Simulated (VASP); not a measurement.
Calculation: PBE GGA, VASP's PBE PAW potentials (set 64) (plane waves; VASP).

A VASP calculation is set up with these files.

### KPOINTS
```
Automatic mesh
0
Gamma
1 1 1
0 0 0
```

**INCAR**
```
# general
SYSTEM=AlB31N32
PREC  =Normal
ENCUT =400   # plane-wave cut-off (eV)
LREAL =Auto   # projection in real space or not
LASPH =.True.   # aspherical one-centre terms
ISYM  =0
NELECT=258.0

# electronic loop
EDIFF =1E-5
NELM  =100
NELMIN=4
ALGO  =Fast   # Davidson, then RMM-DIIS

# smearing
ISMEAR=0   # Gaussian
SIGMA =0.05   # width (eV)

# functional
GGA   =PE

# ions
IBRION=2   # conjugate gradients
NSW   =60
ISIF  =2   # forces and stress, cell fixed
EDIFFG=-0.03   # ionic stop

# output
LWAVE =.False.
LCHARG=.False.
```

POSCAR:
```
AlB31N32
1.0
  7.2488848259   0.0000000000   0.0000000000
  0.0000000000   7.2488848259   0.0000000000
  0.0000000000   0.0000000000   7.2488848259
B N Al
31 32 1
Direct
  0.5000000000   0.0000000000   0.0000000000
  0.7500000000   0.2500000000   0.0000000000
  0.7500000000   0.0000000000   0.2500000000
  0.0000000000   0.0000000000   0.0000000000
  0.2500000000   0.2500000000   0.0000000000
  0.5000000000   0.5000000000   0.0000000000
  0.7500000000   0.7500000000   0.0000000000
  0.2500000000   0.0000000000   0.2500000000
  0.5027990000   0.2568010000   0.2518910000
  0.7431490000   0.4940840000   0.2509450000
  0.5000000000   0.0000000000   0.5000000000
  0.7441190000   0.2469870000   0.4942700000
  0.7500000000   0.0000000000   0.7500000000
  0.0000000000   0.5000000000   0.0000000000
  0.2500000000   0.7500000000   0.0000000000
  0.0000000000   0.2500000000   0.2500000000
  0.2494390000   0.5006050000   0.2510590000
  0.5020570000   0.7566080000   0.2529940000
  0.0000000000   0.0000000000   0.5000000000
  0.2433970000   0.2446250000   0.4964780000
  0.7544840000   0.7493610000   0.5014570000
  0.2500000000   0.0000000000   0.7500000000
  0.5055630000   0.2502700000   0.7560440000
  0.7473140000   0.4963830000   0.7486340000
  0.0000000000   0.7500000000   0.2500000000
  0.0000000000   0.5000000000   0.5000000000
  0.2461040000   0.7482700000   0.4990880000
  0.0000000000   0.2500000000   0.7500000000
  0.2437540000   0.4971390000   0.7437360000
  0.5052010000   0.7556360000   0.7493400000
  0.0000000000   0.7500000000   0.7500000000
  0.6250000000   0.1250000000   0.1250000000
  0.8750000000   0.3750000000   0.1250000000
  0.8750000000   0.1250000000   0.3750000000
  0.1250000000   0.1250000000   0.1250000000
  0.3787780000   0.3756750000   0.1202730000
  0.6279950000   0.6183040000   0.1251820000
  0.8750000000   0.8750000000   0.1250000000
  0.3797080000   0.1264600000   0.3743830000
  0.6183380000   0.3700150000   0.3770100000
  0.8773430000   0.6298060000   0.3716110000
  0.6318420000   0.1194690000   0.6291040000
  0.8806610000   0.3780770000   0.6289370000
  0.8750000000   0.1250000000   0.8750000000
  0.1250000000   0.6250000000   0.1250000000
  0.3750000000   0.8750000000   0.1250000000
  0.1259300000   0.3751480000   0.3750930000
  0.3685730000   0.6208280000   0.3717210000
  0.6276320000   0.8746890000   0.3769150000
  0.1250000000   0.1250000000   0.6250000000
  0.3799040000   0.3682310000   0.6198080000
  0.6289510000   0.6208770000   0.6242010000
  0.8750000000   0.8750000000   0.6250000000
  0.3750000000   0.1250000000   0.8750000000
  0.6248040000   0.3706120000   0.8704940000
  0.8750000000   0.6250000000   0.8750000000
  0.1250000000   0.8750000000   0.3750000000
  0.1183220000   0.6307970000   0.6214760000
  0.3706810000   0.8726790000   0.6286320000
  0.1250000000   0.3750000000   0.8750000000
  0.3807240000   0.6254860000   0.8752920000
  0.6250000000   0.8750000000   0.8750000000
  0.1250000000   0.8750000000   0.8750000000
  0.4971070000   0.5005510000   0.4946640000
```

POTCAR, in this order: B N Al (PBE.64 set). Program: vasp_gam.

At this cut-off the stress carries a Pulay error, which pulls relaxed volumes low. The cell is charged, with a uniform compensating background. The supercell is sampled at Γ alone, which is coarse: total energies, pressure and levels can be off, energies of defects by several tenths of an eV.

Task: What does the run give for the energy per atom (σ→0)?

Result: 
- energy per atom (σ→0): -8.234 eV/atom

### OSZICAR
```
...
RMM:   4    -0.526952326584E+03   -0.98044E-08   -0.27337E-06   191   0.377E-03
  18 F= -.52695233E+03 E0= -.52695233E+03  d E =-.918765E-03
       N       E                     dE             d eps       ncg     rms          rms(c)
DAV:   1    -0.526952522997E+03   -0.19642E-03   -0.17601E-02   360   0.359E-01    0.284E-02
RMM:   2    -0.526952535826E+03   -0.12829E-04   -0.26931E-04   324   0.442E-02    0.145E-02
RMM:   3    -0.526952535060E+03    0.76614E-06   -0.40547E-05   238   0.159E-02    0.722E-03
RMM:   4    -0.526952535183E+03   -0.12329E-06   -0.68680E-06   197   0.594E-03
  19 F= -.52695254E+03 E0= -.52695254E+03  d E =-.208599E-03
```

The cell is a supercell with a defect, built from BN (zinc blende): Al_B, charge -2. The run is not spin-polarised, so no state with unpaired spins was tried.
